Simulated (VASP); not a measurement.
# CsLiCr2Te2S3 (Cmm2) in VASP: settings compared, part 2 of 2

VASP 6.6.1. Earlier steps stand in the parts before.

## Step 3: Band structure, PBE+U, collinear spin, ferromagnetic start

INCAR reads:

```
  PREC = Accurate
  ENCUT = 520
  EDIFF = 1E-7
  ISMEAR = 0
  SIGMA = 0.1
  LREAL = F
  LASPH = T
  NELM = 100
  ALGO = Fast
  ISIF = 2
  LWAVE = F
  LCHARG = F
  ISPIN = 2
  MAGMOM = 0 0 2.15 2.15 -0.1 -0.1 -0.08 -0.08 -0.12
  LORBIT = 11
  LMAXMIX = 4
  LDAU = T
  LDAUTYPE = 2
  LDAUL = -1 -1 2 -1 -1
  LDAUU = 0 0 3.7 0 0
  LDAUJ = 0 0 0 0 0
  LDAUPRINT = 1
  GGA = PE
  KPAR = 8
```

KPOINTS reads:

```
Automatic mesh
0
Gamma
  6 6 4
```

POSCAR reads:

```
CsLiCr2Te2S3
1.0
    2.8128700000     -4.8486500000      0.0000000000
    2.8128700000      4.8486500000      0.0000000000
    0.0000000000      0.0000000000      8.4815400000
Cs Li Cr Te S
1 1 2 2 3
Direct
    0.0000020000      0.0000020000      0.0849960000
    0.5000000000      0.5000000000      0.4810360000
    0.5000000000      0.0000010000      0.4696970000
    0.0000000000      0.5000010000      0.4696970000
    0.3071560000      0.6928440000      0.7371220000
    0.6928440000      0.3071560000      0.7371220000
    0.6742240000      0.3257760000      0.2830490000
    0.3257760000      0.6742240000      0.2830490000
    0.0000000000      0.0000000000      0.4945670000
```

KPOINTS_OPT reads:

```
path GXSRAZGYX1A1TY,ZT
10
line-mode
reciprocal
 0.0000000000  0.0000000000  0.0000000000  G
 0.3341390608  0.3341390608  0.0000000000  X

 0.3341390608  0.3341390608  0.0000000000  X
 0.0000000000  0.5000000000  0.0000000000  S

 0.0000000000  0.5000000000  0.0000000000  S
 0.0000000000  0.5000000000  0.5000000000  R

 0.0000000000  0.5000000000  0.5000000000  R
 0.3341390608  0.3341390608  0.5000000000  A

 0.3341390608  0.3341390608  0.5000000000  A
 0.0000000000  0.0000000000  0.5000000000  Z

 0.0000000000  0.0000000000  0.5000000000  Z
 0.0000000000  0.0000000000  0.0000000000  G

 0.0000000000  0.0000000000  0.0000000000  G
-0.5000000000  0.5000000000  0.0000000000  Y

-0.5000000000  0.5000000000  0.0000000000  Y
-0.3341390608  0.6658609392  0.0000000000  X1

-0.3341390608  0.6658609392  0.0000000000  X1
-0.3341390608  0.6658609392  0.5000000000  A1

-0.3341390608  0.6658609392  0.5000000000  A1
-0.5000000000  0.5000000000  0.5000000000  T

-0.5000000000  0.5000000000  0.5000000000  T
-0.5000000000  0.5000000000  0.0000000000  Y

 0.0000000000  0.0000000000  0.5000000000  Z
-0.5000000000  0.5000000000  0.5000000000  T
```

Potentials or basis: VASP PAW PBE potentials, release 64 (Cs_sv, Li_sv, Cr_pv, Te, S).

Started as:

```sh
$ cat potpaw_PBE.64/Cs_sv/POTCAR potpaw_PBE.64/Li_sv/POTCAR potpaw_PBE.64/Cr_pv/POTCAR potpaw_PBE.64/Te/POTCAR potpaw_PBE.64/S/POTCAR > POTCAR
$ mpirun -np 8 vasp_std > vasp.out
```

OUTCAR:

```text
PREC = Accurate
   ENCUT = 520
   EDIFF = 1E-7
   ISMEAR = 0
   LREAL = F
   LASPH = T
   NELM = 100
   ISIF = 2
   ISPIN = 2
   LORBIT = 11
   GGA = PE

 ion  position               nearest neighbor table
   1  0.000  0.000  0.085-
   2  0.500  0.500  0.481-   7 2.38   8 2.38   3 2.80   4 2.80   4 2.80   3 2.80   6 2.87   5 2.87

   3  0.500  0.000  0.470-   7 2.24   8 2.24   6 2.73   5 2.73   2 2.80   2 2.80   9 2.81   9 2.81
                             4 2.81   4 2.81
   4  0.000  0.500  0.470-   8 2.24   7 2.24   5 2.73   6 2.73   2 2.80   2 2.80   9 2.81   9 2.81
                             3 2.81   3 2.81
   5  0.307  0.693  0.737-   4 2.73   3 2.73   2 2.87   6 3.02   6 3.02
   6  0.693  0.307  0.737-   3 2.73   4 2.73   2 2.87   5 3.02   5 3.02
[... 2444 lines left out ...]
      2.81287     -1.68950      2.40069        -0.000000      0.444916     -1.007887
      2.81287      1.68950      2.40069        -0.000000     -0.444916     -1.007887
      0.00000      0.00000      4.19469        -0.000000      0.000000      0.068507
 -----------------------------------------------------------------------------------
    total drift:                               -0.010363     -0.008885     -0.001246

  FREE ENERGIE OF THE ION-ELECTRON SYSTEM (eV)
  ---------------------------------------------------
  free  energy   TOTEN  =       -40.3102943510 eV

  energy  without entropy=      -40.2953172458  energy(sigma->0) =      -40.30280580

 total charge

# of ion       s       p       d       tot
------------------------------------------
    1        1.833   4.701   0.032   6.567
    2        2.023   0.065   0.000   2.088
    3        0.286   6.271   4.185  10.742
    4        0.286   6.271   4.185  10.742
    5        1.404   1.946   0.040   3.390
    6        1.404   1.946   0.040   3.390
    7        1.346   2.426   0.000   3.772
    8        1.346   2.426   0.000   3.772
    9        1.351   2.291   0.000   3.642
--------------------------------------------------
tot         11.279  28.344   8.481  48.105

 magnetization (x)

# of ion       s       p       d       tot
------------------------------------------
    1        0.000  -0.003  -0.000  -0.003
    2       -0.000   0.000   0.000  -0.000
    3        0.037   0.035   3.348   3.419
    4        0.037   0.035   3.348   3.419
    5       -0.005  -0.119   0.004  -0.120
    6       -0.005  -0.119   0.004  -0.120
    7       -0.008  -0.186   0.000  -0.194
    8       -0.008  -0.186   0.000  -0.194
    9        0.006  -0.257   0.000  -0.251
--------------------------------------------------
tot          0.054  -0.802   6.703   5.955
```

OSZICAR:

```text
N       E                     dE             d eps       ncg     rms          rms(c)
DAV:   1     0.580979188129E+03    0.58098E+03   -0.30553E+04  7132   0.146E+03
DAV:   2     0.221485644936E+02   -0.55883E+03   -0.53953E+03  7340   0.354E+02
DAV:   3    -0.395499592411E+02   -0.61699E+02   -0.60340E+02  9412   0.109E+02
DAV:   4    -0.429026974156E+02   -0.33527E+01   -0.33324E+01  9748   0.222E+01
DAV:   5    -0.432049595189E+02   -0.30226E+00   -0.30215E+00 10694   0.489E+00    0.241E+01
RMM:   6    -0.495396758540E+02   -0.63347E+01   -0.10237E+02  7436   0.519E+01    0.340E+01
RMM:   7    -0.392545793999E+02    0.10285E+02   -0.15874E+01  6498   0.255E+01    0.112E+01
RMM:   8    -0.398556536646E+02   -0.60107E+00   -0.33367E+00  8153   0.566E+00    0.727E+00
RMM:   9    -0.401865576056E+02   -0.33090E+00   -0.17180E+00  9109   0.474E+00    0.366E+00
RMM:  10    -0.402602116123E+02   -0.73654E-01   -0.43616E-01  8821   0.304E+00    0.174E+00
[... 70 further cycles ...]
DAV:   1     0.502890986315E+05   -0.44587E+04      540
DAV:   2     0.486607000035E+05   -0.16284E+04      575
DAV:   3     0.485018152899E+05   -0.15888E+03      726
DAV:   4     0.484940382163E+05   -0.77771E+01      711
DAV:   5     0.484935843691E+05   -0.45385E+00      782
DAV:   6     0.484935750119E+05   -0.93572E-02      727
DAV:   7     0.484935747903E+05   -0.22156E-03      702
DAV:   8     0.484935747775E+05   -0.12768E-04      798
DAV:   9     0.484935747773E+05   -0.22407E-06      573
DAV:  10     0.484935747773E+05   -0.10114E-07      351
```

stdout:

```text
POSCAR found type information on POSCAR CsLiCrTeS
 POSCAR found :  5 types and       9 ions
 scaLAPACK will be used
 -----------------------------------------------------------------------------
|                                                                             |
|           W    W    AA    RRRRR   N    N  II  N    N   GGGG   !!!           |
[... 54 lines left out ...]
 num prob  num prob  num prob  num prob  num prob  num prob  num prob  num prob  num prob  num prob RMM:  46    -0.403102942785E+02   -0.94587E-07   -0.12363E-06  6064   0.493E-03    0.446E-03
 num prob  num prob  num prob  num prob  num prob  num prob  num prob  num prob  num prob  num prob RMM:  47    -0.403102943510E+02   -0.72460E-07   -0.97450E-07  5948   0.485E-03
 Start KPOINTS_OPT (optional k-point list driver)
k-point batch [1-39\120]
k-point batch [40-78\120]
k-point batch [79-117\120]
k-point batch [118-120\120]
```

It took 8.8 min on 8 MPI ranks of Intel Xeon Platinum 8559C (Emerald Rapids), shared host; peak memory 1.1 GiB.

What came out:

| Property | Result |
| --- | --- |
| Free energy | -40.3103 eV |
| Largest force | 1.150 eV/Å |
| Band gap along the path | none (metal or under the smearing width) |
| Net moment | 6.03 μB per cell |
| Site moments | Cs -0.00; Li -0.00; Cr +3.42; Te -0.12; S -0.19, -0.25 μB |
| Valence electrons inside the program's atomic spheres | Cs 6.57; Li 2.09; Cr 10.74; Te 3.39; S 3.77, 3.64 |

Forces on the atoms (eV/Å):
```
Cs   0.000  0.000  0.014
Li   0.000  0.000 -0.222
Cr   0.000  0.000 -0.063
Cr   0.000  0.000 -0.063
Te   0.000 -0.150  1.141
Te   0.000  0.150  1.141
S    0.000  0.445 -1.008
S    0.000 -0.445 -1.008
S    0.000  0.000  0.069
```

Eigenvalues of the final occupation matrices:
| site | spin | trace | eigenvalues |
| --- | --- | --- | --- |
| site 3 d | 1 | 3.79 | 0.52 0.62 0.87 0.88 0.89 |
| site 3 d | 2 | 0.43 | 0.04 0.04 0.05 0.09 0.21 |
| site 4 d | 1 | 3.79 | 0.52 0.62 0.87 0.88 0.89 |
| site 4 d | 2 | 0.43 | 0.04 0.04 0.05 0.09 0.21 |

Caveat: spin-orbit coupling is left out, which moves the levels of the heavy elements; only a ferromagnetic start was run, and an antiferromagnetic order may lie lower in energy; forces of over 1 eV/Å show positions far from the minimum, so gaps and moduli don't describe the material at rest. The state reached can hang on the start; a lower one may exist.
